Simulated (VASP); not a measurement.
A VASP calculation is set up with these files.

POSCAR:
```
Ge
1
    0.0000000000     2.8290000000     2.8290000000
    2.8290000000     0.0000000000     2.8290000000
    2.8290000000     2.8290000000     0.0000000000
Ge
2
Direct
  0.0000000000   0.0000000000   0.0000000000
  0.2500000000   0.2500000000   0.2500000000
```

### KPOINTS
```
Automatic mesh
0
Gamma
6 6 6
0 0 0
```

INCAR:
```
SYSTEM = Ge
PREC = Accurate
ENCUT = 400
EDIFF = 1E-6
NELM = 100
ALGO = Normal
LREAL = .FALSE.
LASPH = .TRUE.
ISMEAR = 0
SIGMA = 0.05
GGA = PE
LMAXMIX = 4
LWAVE = .FALSE.
LCHARG = .FALSE.
ISIF = 2
IBRION = 0
NSW = 3
TEBEG = 300
```

POTCAR, in this order: Ge_d (PBE.64 set). Program: vasp_std.

**Question.** What happens when VASP runs on this input?

**Answer.** There is a fault: molecular dynamics (IBRION = 0) was asked for without POTIM. VASP stops with an error: Fatal error! IBRION=0, but no entry for POTIM on file INCAR. MUST be specified! ----> I REFUSE TO CONTINUE WITH THIS SICK JOB ... BYE!!! <----

**standard output**
```
 POSCAR found type information on POSCAR Ge
 POSCAR found :  1 types and       2 ions
 Reading from existing POTCAR

 -----------------------------------------------------------------------------
|                                                                             |
|     EEEEEEE  RRRRRR   RRRRRR   OOOOOOO  RRRRRR      ###     ###     ###     |
|     E        R     R  R     R  O     O  R     R     ###     ###     ###     |
|     E        R     R  R     R  O     O  R     R     ###     ###     ###     |
|     EEEEE    RRRRRR   RRRRRR   O     O  RRRRRR       #       #       #      |
|     E        R   R    R   R    O     O  R   R                               |
|     E        R    R   R    R   O     O  R    R      ###     ###     ###     |
|     EEEEEEE  R     R  R     R  OOOOOOO  R     R     ###     ###     ###     |
|                                                                             |
|     Fatal error! IBRION=0, but no entry for POTIM on file INCAR. MUST       |
|     be specified!                                                           |
|                                                                             |
|       ---->  I REFUSE TO CONTINUE WITH THIS SICK JOB ... BYE!!! <----       |
|                                                                             |
 -----------------------------------------------------------------------------
```

To mend it, set POTIM to the time step in fs (1 to 2 fs suits most solids). The plain static run on this cell (PBE GGA, plane waves, VASP's PBE PAW potentials (set 64)) converges, and its OSZICAR ends with
```
   1 F= -.89649644E+01 E0= -.89647769E+01  d E =-.375049E-03
```

The compound is Ge in the diamond structure. The cell was not relaxed at this level.
